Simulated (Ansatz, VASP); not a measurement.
# SbAs in two plane-wave programs, part 2 of 2

Aim: how closely do two programs agree when they are given the same cell, functional and k mesh? The cell is generated by rule, not measured, and may not be a known phase. The cell is taken from a series of runs on this material, whose earlier steps may have relaxed, scaled, displaced or heated it; both programs get it as it stands.

VASP 6.6.1 and Ansatz 0.2.0.

So far. Step 5 (VASP: single point, PBEsol, pair 2): The run ends at a pressure of 0.76 GPa, with forces up to 0.24 eV/Å. Step 6 (Ansatz: single point, PBEsol, pair 2): The run ends at a pressure of 0.58 GPa, with forces up to 0.26 eV/Å.

## (8) VASP: single point, PBEsol, pair 3

Level of this step: PBEsol; plane waves and PAW (Sb, As); invented cell (VASP).

A single point takes one fixed geometry, so differences don't come from the geometry; what else differs is listed under the comparison.

File INCAR:

```
SYSTEM = SbAs
PREC = Accurate
ENCUT = 500
EDIFF = 1E-06
NELM = 120
ISMEAR = 1
SIGMA = 0.2
LREAL = .FALSE.
ALGO = Normal
GGA = PS
NBANDS = 11
LORBIT = 11
LWAVE = .FALSE.
LCHARG = .FALSE.
ISIF = 2
LASPH = .TRUE.
GGA_COMPAT = .FALSE.
KPAR = 2
```

File POSCAR:

```
SbAs
1.0
    0.0000000000      2.8813061903      2.8813061903
    2.8813061903      0.0000000000      2.8813061903
    2.8813061903      2.8813061903      0.0000000000
Sb As
1 1
Direct
    0.0149489608      0.9850510392      0.0149489608
    0.4757054629      0.5242945371      0.4757054629
```

File KPOINTS:

```
Automatic mesh
0
Gamma
12 12 12
0 0 0
```

Potentials, in the order of the species: Sb and As (PBE family, release 64).

Command:

```bash
> mpirun -np 2 vasp_std
```

Numbers of over 12 decimals in the logs are rounded to 6 here.

Log:

```text
[... set-up lines as in an earlier step ...]
 entering main loop
       N       E                     dE             d eps       ncg     rms          rms(c)
DAV:   1     0.260486109336E+02    0.26049E+02   -0.37446E+03  3594   0.693E+02
DAV:   2    -0.819494876338E+01   -0.34244E+02   -0.33039E+02  4899   0.112E+02
DAV:   3    -0.971228922361E+01   -0.15173E+01   -0.15084E+01  4320   0.248E+01
DAV:   4    -0.972303876502E+01   -0.10750E-01   -0.10749E-01  4119   0.245E+00
[...]
DAV:  10    -0.965013902808E+01    0.99973E-07   -0.26664E-05  4213   0.341E-02    0.236E-02
DAV:  11    -0.965013783288E+01    0.11952E-05   -0.14353E-05  3934   0.157E-02    0.341E-03
DAV:  12    -0.965013766017E+01    0.17270E-06   -0.10605E-06  2150   0.642E-03
   1 F= -.96501377E+01 E0= -.96503115E+01  d E =0.521623E-03
```

Parts of OUTCAR (step 8):

```text
  Total        0.3137047      0.9911471      0.3137047      0.0000000      0.0000000      0.0000000
  in kB       10.5059039     33.1933022     10.5059039      0.0000000      0.0000000      0.0000000
  external PRESSURE =      18.0683700 kB  Pullay stress =       0.0000000 kB

 POSITION                                       TOTAL-FORCE (eV/Angst)
 -----------------------------------------------------------------------------------
      2.88131      0.08615      2.88131         0.000000     -0.052674      0.000000
      2.88131      2.74131      2.88131         0.000000      0.052674      0.000000
 -----------------------------------------------------------------------------------
    total drift:                                0.000000     -0.000429      0.000000

  FREE ENERGIE OF THE ION-ELECTRON SYSTEM (eV)
  ---------------------------------------------------
  free  energy   TOTEN  =        -9.6501376602 eV

  energy  without entropy=       -9.6506592828  energy(sigma->0) =       -9.65031153

[... 2 parts as in an earlier step ...]

[... 1 further part left out ...]
[key lines of the parts left out:]
E-fermi :   7.0607
```

The run ends at a pressure of 1.81 GPa, with forces up to 0.053 eV/Å.

## (9) Ansatz: single point, PBEsol, pair 3

The same cell, functional, mesh and smearing now go to Ansatz, which takes its cutoff from its data sets.

The cell is taken from a series of runs on this material, whose earlier steps may have relaxed, scaled, displaced or heated it; both programs get it as it stands.

File input.yaml:

```yaml
crystal:
  lattice:
    - [0.0, 2.8813061903, 2.8813061903]
    - [2.8813061903, 0.0, 2.8813061903]
    - [2.8813061903, 2.8813061903, 0.0]
  atoms:
    - { symbol: Sb, position: [0.0149489608, -0.0149489608, 0.0149489608] }
    - { symbol: As, position: [0.4757054629, 0.5242945371, 0.4757054629] }
kpoints:
  mp_grid: { grid: [12, 12, 12] }
hamiltonian:
  xc: pbesol
scf:
  occupations: { method: methfessel_paxton, width: 0.2 }
output:
  forces: true
  stress: true
  eigenvalues: true
```

Command:

```bash
> ansatz run input.yaml --threads 4 --pin off --max-ram 7168MiB --backend cpu --events-out ev --progress --plain --runs-dir out
```

Log:

```text
[...]
Crystal: 2 atoms, lattice volume = 47.841 Å³
Basis set: ecut = 420 eV, 941 PW (Γ), exchange–correlation on 60×60×60 points (8 copies of the dense FFT grid, shifted against one another)
Bands: 19, of which v1, the nominal top of the filled ones, is band 15 counted from 1 (14 counted from 0)
Symmetry: 8 space group operations
[...]
k-points: 163 of 1728 (time reversal used)
[...]
--- Band table (eV; the first three rows and the last of 163) ---
  k-point 0: bands = [... 11 lower, 6.4373, 9.1065, 9.3820, 9.3820, 14.4385, 14.4385, 15.1185, 16.4822]
  k-point 1: bands = [... 11 lower, 5.9746, 9.1654, 9.3884, 9.6070, 14.1608, 14.2271, 14.7415, 16.4640]
  k-point 2: bands = [... 11 lower, 4.9636, 9.2064, 9.4183, 10.0559, 13.4641, 13.7055, 13.9363, 16.4385]
  k-point 162: bands = [... 11 lower, 2.6959, 5.2574, 7.1047, 7.1047, 13.2786, 17.0805, 17.0805, 19.0845]
[key lines of the parts left out:]
SCF converged after 7 iterations
Free energy (F): -11221.084675 eV
Fermi energy:    11.201557 eV
P = ⅓ Tr σ = 1.5876 GPa (15.876 kbar)
```

The run ends at a pressure of 1.59 GPa, with forces up to 0.013 eV/Å.

## (10) Comparison

What differs besides the data sets and the points named for the pairs above, as far as they apply: the data sets hold 30 valence electrons in Ansatz (on its default PAW (the set named soft_2) files) and 10 in VASP. Total energies have different zeros and are not compared.

Compared:

| quantity | Ansatz | VASP | difference |
| --- | --- | --- | --- |
| pressure (GPa) | 1.59 | 1.81 | -0.22 |

Forces (eV/Å; atoms numbered as in POSCAR):

| atom | Ansatz x, y, z | VASP x, y, z |
| --- | --- | --- |
| Sb1 | 0.000, -0.013, 0.000 | 0.000, -0.053, 0.000 |
| As2 | 0.000, 0.013, 0.000 | 0.000, 0.053, 0.000 |

The forces differ by 23 meV/Å r.m.s., where the r.m.s. force is 0.008 eV/Å in Ansatz and 0.030 eV/Å in VASP: the atoms lie near their places of rest in Ansatz, so a percentage would say little (all taken over all components).

## (11) What the set-up changes

Further runs change the set-up of one program: Ansatz's method, potentials or start, or VASP's data sets, cutoff or form of LDA. The table gives Ansatz less VASP for each quantity, since a change that brings one quantity closer may part another.

| run | r.m.s. force difference (meV/Å) | pressure (GPa) |
| --- | --- | --- |
| as above | 23 | -0.22 |
| VASP with the data sets Sb_d_GW and As_d and a cutoff of 600 eV | 0.42 | 0.090 |

## (12) Summary of results

```json
{"r.m.s. force difference (single point, PBEsol, pair 1)": "6.6 meV/Å", "r.m.s. force difference (single point, PBEsol, pair 2)": "12 meV/Å", "r.m.s. force difference (single point, PBEsol, pair 3)": "23 meV/Å"}
```

The r.m.s. force difference is 23 meV/Å (single point, PBEsol, pair 3), beyond the 12 meV/Å picked in this series as the mark of a large difference. The data sets hold unlike numbers of valence electrons (30 in Ansatz and 10 in VASP), so part of the differences may come from the potentials. Single point, PBEsol, pair 3, VASP with the data sets Sb_d_GW and As_d and a cutoff of 600 eV: r.m.s. force difference goes from 23 to 0.42 meV/Å; the difference in pressure goes from -0.22 to 0.090 GPa. 5 further pairs of this series are not shown here. Such differences can come from data sets, numerical settings and the points named under the comparisons, not from the functional's error against experiment.

[Lines on the potential files, build, host, timing and source positions are cut from VASP's logs without a mark.]

[Logs are printed without paths, hosts, clocks, repeated set-up lines and the standing remarks that a program may print on its own settings, such as how far it seeks lower states.]

[Hosts, paths, dates, database ids (printed as entryN), source tags and the programs' standing remarks are cut or masked in the printed files.]
